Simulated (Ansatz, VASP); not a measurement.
# IrOs (Os-Ir-Ir-Os stack, (111) layers): VASP beside Ansatz, part 2 of 2

Wanted: the spread between two codes on one cell, functional and k mesh. Of the first pair: The structure shown is the start of the Ansatz relaxation below; VASP solves that cell, so the two are compared at the walk's first step.

VASP 6.6.1 and Ansatz 0.2.0.

So far. Step 3 (VASP: single point, PBEsol, start cell, pair 1): The run ends at a pressure of -3.89 GPa, with forces up to 1.3 eV/Å.

## (6) VASP: single point, PBEsol, relaxed cell, pair 2

Level of this step: PBEsol; plane waves and PAW (Os, Ir) (VASP).

The same cell, functional, mesh and smearing now go to VASP, with its own data sets.

Input file INCAR:

```
SYSTEM = IrOs
PREC = Accurate
ENCUT = 520
EDIFF = 1E-06
NELM = 120
ISMEAR = 0
SIGMA = 0.1
LREAL = .FALSE.
ALGO = Normal
GGA = PS
NBANDS = 23
LASPH = .TRUE.
LORBIT = 11
LWAVE = .FALSE.
LCHARG = .FALSE.
ISIF = 2
LDIPOL = .TRUE.
IDIPOL = 3
DIPOL = 0.5 0.5 0.238
LVHAR = .TRUE.
GGA_COMPAT = .FALSE.
NELMDL = -8
KPAR = 2
```

Input file POSCAR:

```
IrOs
1.0
    2.6744467576      0.0000028433      0.0000000000
   -1.3372258412      2.3161374115      0.0000000000
    0.0000000000      0.0000000000     37.1021539564
Os Ir
2 2
Direct
    0.0000000000      0.0000000000      0.1496008811
    0.0000000000      0.0000000000      0.3261418485
    0.3333333333      0.6666666667      0.2065919480
    0.6666666667      0.3333333333      0.2691507817
```

Input file KPOINTS:

```
Automatic mesh
0
Gamma
9 9 1
0 0 0
```

PAW data sets: Os and Ir (PBE family, release 64).

Run with:

```bash
> mpirun -np 2 vasp_std
```

Numbers of over 12 decimals in the logs are rounded to 6 here.

Log:

```text
[banner, memory and clock lines left out]
running    2 mpi-ranks, on    1 nodes
[...]
[... a notice as in an earlier step ...]

 LDA part: xc-table for (Slater+PW92), standard interpolation
 POSCAR, INCAR and KPOINTS ok, starting setup
[...]
entering main loop
       N       E                     dE             d eps       ncg     rms          rms(c)
DAV:   1     0.290704634861E+03    0.29070E+03   -0.12801E+04   552   0.117E+03
DAV:   2    -0.141886022420E+02   -0.30489E+03   -0.28388E+03   687   0.343E+02
DAV:   3    -0.423858019758E+02   -0.28197E+02   -0.24887E+02   707   0.989E+01
DAV:   4    -0.440338704854E+02   -0.16481E+01   -0.15490E+01   707   0.250E+01
[...]
DAV:  26    -0.412806202333E+02   -0.18003E-05   -0.12817E-07   290   0.277E-03    0.502E-04
DAV:  27    -0.412806220843E+02   -0.18510E-05   -0.88154E-08   319   0.226E-03    0.592E-04
DAV:  28    -0.412806226311E+02   -0.54674E-06   -0.31844E-08   290   0.137E-03
   1 F= -.41280623E+02 E0= -.41265726E+02  d E =-.297939E-01
```

From OUTCAR (step 6):

```text
  Total        0.2749108      0.2749108      0.2541234     -0.0000000      0.0000000     -0.0000000
  in kB        1.9164819      1.9164819      1.7715666     -0.0000000      0.0000000     -0.0000000
  external PRESSURE =       1.8681768 kB  Pullay stress =       0.0000000 kB

 POSITION                                       TOTAL-FORCE (eV/Angst)
 -----------------------------------------------------------------------------------
      0.00000      0.00000      5.55051        -0.000000     -0.000000     -0.051304
      0.00000      0.00000     12.10057         0.000000      0.000000      0.051304
     -0.00000      1.54409      7.66501         0.000000      0.000000      0.018746
      1.33722      0.77205      9.98607        -0.000000     -0.000000     -0.018746
 -----------------------------------------------------------------------------------
    total drift:                                0.000000     -0.000000     -0.000051

  FREE ENERGIE OF THE ION-ELECTRON SYSTEM (eV)
  ---------------------------------------------------
  free  energy   TOTEN  =       -41.2806226311 eV

  energy  without entropy=      -41.2508287573  energy(sigma->0) =      -41.26572569

[... 1 part as in an earlier step ...]

[... 2 further parts left out ...]
[key lines of the parts left out:]
E-fermi :  -1.8162
```

The run ends at a pressure of 0.19 GPa, with forces up to 0.051 eV/Å.

## (7) Comparison

What differs besides the data sets and the points named for the pairs above, as far as they apply: the data sets hold 66 valence electrons in Ansatz (on its PAW soft_1 files) and 34 in VASP. Total energies have different zeros and are not compared.

Forces (eV/Å; atoms numbered as in POSCAR):

```csv
atom,"Ansatz x, y, z","VASP x, y, z"
Os1,"0.000, 0.000, -0.001","0.000, 0.000, -0.051"
Os2,"0.000, 0.000, 0.001","0.000, 0.000, 0.051"
Ir3,"0.000, 0.000, 0.001","0.000, 0.000, 0.019"
Ir4,"0.000, 0.000, -0.001","0.000, 0.000, -0.019"
```

The forces differ by 22 meV/Å r.m.s., where the r.m.s. force is 0.000 eV/Å in Ansatz and 0.022 eV/Å in VASP: the atoms lie near their places of rest in Ansatz, so a percentage would say little (all taken over all components). Where the cell holds vacuum, a pressure given here is an average over it and none of the material.

## (8) Further runs

Further runs change the set-up of one program: Ansatz's method, potentials or start, or VASP's data sets, cutoff or form of LDA. The table gives that difference for each run.

| run | r.m.s. force difference (meV/Å) |
| --- | --- |
| as above | 22 |
| VASP with the data sets Os_sv_GW and Ir_sv_GW and a cutoff of 420 eV | 15 |

## (9) Ansatz: relaxation, PBEsol

The two programs are compared at the cell with which this relaxation starts, whose forces are those of its first step.

The structure compared here is the start of the Ansatz relaxation; VASP solves that cell, so the two are compared at the walk's first step.

Input file input.yaml:

```yaml
crystal:
  lattice:
    - [2.6744467576, 2.8433e-06, 0.0]
    - [-1.3372258412, 2.3161374115, 0.0]
    - [0.0, 0.0, 37.1021539564]
  atoms:
    - { symbol: Os, position: [0.0, 0.0, 0.1496008811] }
    - { symbol: Ir, position: [0.3333333333, 0.6666666667, 0.206591948] }
    - { symbol: Ir, position: [0.6666666667, 0.3333333333, 0.2691507817] }
    - { symbol: Os, position: [0.0, 0.0, 0.3261418485] }
  periodic: [true, true, false]
kpoints:
  mp_grid: { grid: [12, 12, 1] }
hamiltonian:
  xc: pbesol
  pseudopotentials: { kind: paw, azcp: { folder: soft_1 }, xc_functional: pbe }
scf:
  occupations: { method: gaussian, width: 0.1 }
output:
  forces: true
  stress: true
  eigenvalues: true
relax:
  adjacent_minimum: "off"
  f_tol: 0.005
  max_steps: 80
  cell: { stress_2d_tol: 0.02 }
```

Run with:

```bash
> ansatz run input.yaml --threads 4 --pin off --max-ram 12288MiB --backend cpu --events-out ev --progress --plain --runs-dir out
```

Log:

```text
[...]
Crystal: 4 atoms, lattice volume = 229.825 Å³
Basis set: ecut = 420 eV, 4581 PW (Γ), exchange–correlation on 36×36×500 points (8 copies of the dense FFT grid, shifted against one another)
Bands: 40, of which v1, the nominal top of the filled ones, is band 33 counted from 1 (32 counted from 0)
Symmetry: 12 space group operations
[...]
k-points: 19 of 144
[...]
cell:  # Å, volume = 229.1794 Å³
    - [2.670687, 2.8393198061559224e-6, 0]
    - [-1.335346, 2.312881, 0]
    - [0, 0, 37.1021539564]
  atoms:
    - { symbol: Os, position: [-1.95171137530046e-19, 0, 0.149411] }
    - { symbol: Ir, position: [0.333333, 0.666667, 0.206726] }
    - { symbol: Ir, position: [0.666667, 0.333333, 0.269016] }
    - { symbol: Os, position: [1.9517113753004535e-19, 0, 0.326332] }
[key lines of the parts left out:]
SCF converged after 6 iterations
Free energy (F): -46102.722671 eV
Fermi energy:    -5.589305 eV
P = ½ c Tr σ = 0.0175 N/m
```

## (10) VASP: single point, PBEsol, start cell, pair 3

The same cell, functional, mesh and smearing now go to VASP, with its own data sets.

INCAR is that of step 6.

Input file POSCAR:

```
IrOs
1.0
    2.6744470000      0.0000030000      0.0000000000
   -1.3372260000      2.3161370000      0.0000000000
    0.0000000000      0.0000000000     37.1021540000
Os Ir
2 2
Direct
    0.0000000000      0.0000000000      0.1496008830
    0.0000000000      0.0000000000      0.3261418461
    0.3333333526      0.6666669545      0.2065919407
    0.6666668633      0.3333334773      0.2691507884
```

Input file KPOINTS:

```
Automatic mesh
0
Gamma
12 12 1
0 0 0
```

Run with:

```bash
> mpirun -np 2 vasp_std
```

Log:

```text
[... set-up lines as in an earlier step ...]
 entering main loop
       N       E                     dE             d eps       ncg     rms          rms(c)
DAV:   1     0.290629096468E+03    0.29063E+03   -0.12819E+04   874   0.118E+03
DAV:   2    -0.139657208679E+02   -0.30459E+03   -0.28375E+03  1077   0.346E+02
DAV:   3    -0.425311195783E+02   -0.28565E+02   -0.25808E+02  1113   0.990E+01
DAV:   4    -0.441079649444E+02   -0.15768E+01   -0.14946E+01  1224   0.257E+01
[...]
DAV:  26    -0.413090407654E+02   -0.28306E-05   -0.10625E-07   465   0.336E-03    0.698E-04
DAV:  27    -0.413090418243E+02   -0.10589E-05   -0.52524E-08   437   0.147E-03    0.112E-03
DAV:  28    -0.413090425317E+02   -0.70743E-06   -0.34251E-08   437   0.133E-03
   1 F= -.41309043E+02 E0= -.41301146E+02  d E =-.157925E-01
```

Parts of OUTCAR (step 10):

```text
  Total       -0.0668307     -0.0668306      0.6825846     -0.0000000      0.0000000      0.0000000
  in kB       -0.4658957     -0.4658955      4.7584931     -0.0000000      0.0000000      0.0000000
  external PRESSURE =       1.2755673 kB  Pullay stress =       0.0000000 kB

 POSITION                                       TOTAL-FORCE (eV/Angst)
 -----------------------------------------------------------------------------------
      0.00000      0.00000      5.55051        -0.000000     -0.000000     -0.181577
      0.00000      0.00000     12.10056         0.000000     -0.000000      0.181577
     -0.00000      1.54409      7.66501        -0.000000      0.000000      0.201794
      1.33722      0.77205      9.98607         0.000000     -0.000000     -0.201794
 -----------------------------------------------------------------------------------
    total drift:                                0.000000     -0.000053     -0.000046

  FREE ENERGIE OF THE ION-ELECTRON SYSTEM (eV)
  ---------------------------------------------------
  free  energy   TOTEN  =       -41.3090425317 eV

  energy  without entropy=      -41.2932500397  energy(sigma->0) =      -41.30114629

[... 3 further parts left out ...]
[key lines of the parts left out:]
E-fermi :  -1.8173
```

The run ends at a pressure of 0.13 GPa, with forces up to 0.20 eV/Å.

## (11) Side by side

What differs besides the data sets and the points named for the pairs above, as far as they apply: the data sets hold 66 valence electrons in Ansatz (on its PAW soft_1 files) and 34 in VASP. Total energies have different zeros and are not compared.

Forces (eV/Å; atoms numbered as in POSCAR):

| atom | Ansatz x, y, z | VASP x, y, z |
| --- | --- | --- |
| Os1 | 0.000, 0.000, -0.129 | 0.000, 0.000, -0.182 |
| Os2 | 0.000, 0.000, 0.129 | 0.000, 0.000, 0.182 |
| Ir3 | 0.000, 0.000, 0.181 | 0.000, 0.000, 0.202 |
| Ir4 | 0.000, 0.000, -0.181 | 0.000, 0.000, -0.202 |

The forces differ by 23 meV/Å r.m.s., which is 20.8 % of the r.m.s. force of 0.111 eV/Å (both taken over all components). Where the cell holds vacuum, a pressure given here is an average over it and none of the material.

## (12) Results

```
r.m.s. force difference (single point, PBEsol, start cell, pair 1)   : 1.6 % of the r.m.s. force
r.m.s. force difference (single point, PBEsol, relaxed cell, pair 2) : 22 meV/Å
r.m.s. force difference (single point, PBEsol, start cell, pair 3)   : 23 meV/Å
```

In words: The r.m.s. force difference is 23 meV/Å (single point, PBEsol, start cell, pair 3), beyond the 12 meV/Å picked in this series as the mark of a large difference. The data sets hold unlike numbers of valence electrons (66 in Ansatz and 34 in VASP), so part of the differences may come from the potentials. Single point, PBEsol, relaxed cell, pair 2, VASP with the data sets Os_sv_GW and Ir_sv_GW and a cutoff of 420 eV: r.m.s. force difference goes from 22 to 15 meV/Å. What causes the difference of the single point, PBEsol, start cell, pair 3 pair stays open here. 2 further pairs of this series are not shown here. Such differences can come from data sets, numerical settings and the points named under the comparisons, not from the functional's error against experiment.

[Lines on the potential files, build, host, timing and source positions are cut from VASP's logs without a mark.]

[Logs are printed without paths, hosts, clocks, repeated set-up lines and the standing remarks that a program may print on its own settings, such as how far it seeks lower states.]

[Hosts, paths, dates, database ids (printed as entryN), source tags and the programs' standing remarks are cut or masked in the printed files.]
